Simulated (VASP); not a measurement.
Output of a VASP run:

OSZICAR:
```
       N       E                     dE             d eps       ncg     rms          rms(c)
DAV:   1     0.455545619791E+01    0.45555E+01   -0.42592E+03  1208   0.861E+02
DAV:   2    -0.229559918073E+02   -0.27511E+02   -0.27314E+02  1512   0.149E+02
DAV:   3    -0.235134080170E+02   -0.55742E+00   -0.55742E+00  1376   0.269E+01
DAV:   4    -0.235151826832E+02   -0.17747E-02   -0.17747E-02  1632   0.143E+00
DAV:   5    -0.235151883287E+02   -0.56454E-05   -0.56454E-05  1416   0.630E-02    0.888E+00
DAV:   6    -0.188433460755E+02    0.46718E+01   -0.89331E+00  1224   0.206E+01    0.398E+00
DAV:   7    -0.193087466450E+02   -0.46540E+00   -0.11692E+00  1512   0.807E+00    0.222E+00
DAV:   8    -0.187505966610E+02    0.55815E+00   -0.86075E-01  1152   0.699E+00    0.160E+00
DAV:   9    -0.191614163893E+02   -0.41082E+00   -0.22304E-01  1152   0.480E+00    0.665E-01
DAV:  10    -0.191663012093E+02   -0.48848E-02   -0.35176E-02  1176   0.146E+00    0.367E-01
DAV:  11    -0.191641931362E+02    0.21081E-02   -0.60749E-04  1240   0.324E-01    0.328E-01
DAV:  12    -0.191712248086E+02   -0.70317E-02   -0.19847E-03  1160   0.337E-01    0.171E-01
DAV:  13    -0.191798220548E+02   -0.85972E-02   -0.44015E-03  1152   0.620E-01    0.505E-02
DAV:  14    -0.191798889190E+02   -0.66864E-04   -0.80999E-05  1544   0.931E-02    0.620E-02
DAV:  15    -0.191798122317E+02    0.76687E-04   -0.32603E-04  1312   0.118E-01    0.286E-02
DAV:  16    -0.191797065879E+02    0.10564E-03   -0.80683E-05  1184   0.870E-02    0.547E-03
DAV:  17    -0.191797136369E+02   -0.70490E-05   -0.34155E-06  1448   0.195E-02    0.584E-03
DAV:  18    -0.191797174533E+02   -0.38164E-05   -0.15058E-06  1184   0.127E-02    0.534E-03
DAV:  19    -0.191797200897E+02   -0.26364E-05   -0.43770E-06  1160   0.171E-02    0.186E-03
DAV:  20    -0.191797163490E+02    0.37407E-05   -0.41715E-07  1216   0.658E-03    0.157E-03
DAV:  21    -0.191797173449E+02   -0.99588E-06   -0.30071E-08   608   0.207E-03    0.721E-04
DAV:  22    -0.191797169561E+02    0.38878E-06   -0.78081E-09   592   0.139E-03    0.382E-04
DAV:  23    -0.191797173632E+02   -0.40715E-06   -0.20988E-08   600   0.119E-03    0.865E-05
DAV:  24    -0.191797173319E+02    0.31287E-07   -0.17655E-09   592   0.592E-04
   1 F= -.19179717E+02 E0= -.19179717E+02  d E =0.000000E+00
       N       E                     dE             ncg
```

### OUTCAR
```
------------------------ aborting loop because EDIFF is reached ----------------------------------------
  FORCE on cell =-STRESS in cart. coord.  units (eV):
  Direction    XX          YY          ZZ          XY          YZ          ZX
  --------------------------------------------------------------------------------------
  Total       -0.0170820     -0.0170820     -0.0170820      0.0000000      0.0000000      0.0000000
  in kB       -1.3136022     -1.3136022     -1.3136022      0.0000000      0.0000000      0.0000000
  external PRESSURE =      -1.3136022 kB  Pullay stress =       0.0000000 kB
  volume of cell :       20.83
      direct lattice vectors                 reciprocal lattice vectors
     0.000000000  2.183995000  2.183995000    -0.228938253  0.228938253  0.228938253
     2.183995000  0.000000000  2.183995000     0.228938253 -0.228938253  0.228938253
     2.183995000  2.183995000  0.000000000     0.228938253  0.228938253 -0.228938253
  FREE ENERGIE OF THE ION-ELECTRON SYSTEM (eV)
  ---------------------------------------------------
  free  energy   TOTEN  =       -19.1797173319 eV

  energy  without entropy=      -19.1797173319  energy(sigma->0) =      -19.17971733

 total charge

# of ion       s       p       d       tot
------------------------------------------
    1        0.369   0.454   0.000   0.823
    2        1.231   2.668   0.000   3.899
--------------------------------------------------
tot          1.600   3.122   0.000   4.722
```
(Selected blocks of OUTCAR.)

File POSCAR:
```
AlN
1
    0.0000000000     2.1839950000     2.1839950000
    2.1839950000     0.0000000000     2.1839950000
    2.1839950000     2.1839950000     0.0000000000
Al N
1 1
Direct
  0.0000000000   0.0000000000   0.0000000000
  0.7500000000   0.7500000000   0.7500000000
```

Problem. Write an INCAR and KPOINTS that could have produced this output.

Solution. This is not unique; one that fits is the input of the run itself, r2SCAN meta-GGA, plane waves, VASP's PBE PAW potentials (set 64).

### INCAR
```
SYSTEM = AlN
PREC = Accurate
ENCUT = 520
EDIFF = 1E-7
NELM = 100
ALGO = Normal
LREAL = .FALSE.
LASPH = .TRUE.
ISMEAR = -5
METAGGA = R2SCAN
LMIXTAU = .TRUE.
LWAVE = .FALSE.
LCHARG = .FALSE.
LORBIT = 11
NEDOS = 601
ISIF = 2
```

**KPOINTS_OPT**
```
k-points along high-symmetry lines
10
Line-mode
Reciprocal
  0.000000   0.000000   0.000000 ! GAMMA
 -0.500000  -0.500000   0.000000 ! X

 -0.500000  -0.500000   0.000000 ! X
 -0.375000  -0.375000   0.250000 ! U

 -0.375000   0.000000   0.375000 ! K
  0.000000   0.000000   0.000000 ! GAMMA

  0.000000   0.000000   0.000000 ! GAMMA
  0.000000   0.000000   0.500000 ! L

  0.000000   0.000000   0.500000 ! L
 -0.500000  -0.250000   0.250000 ! W

 -0.500000  -0.250000   0.250000 ! W
 -0.500000  -0.500000   0.000000 ! X
```

**KPOINTS**
```
K-points
0
Gamma
  12 12 12
```

POTCAR, in this order: Al N (PBE.64 set). Program: vasp_std.

The structure comes from a computed database's AlN entry (F-43m); how it stands against other phases isn't given here. The cell was not relaxed at this level.
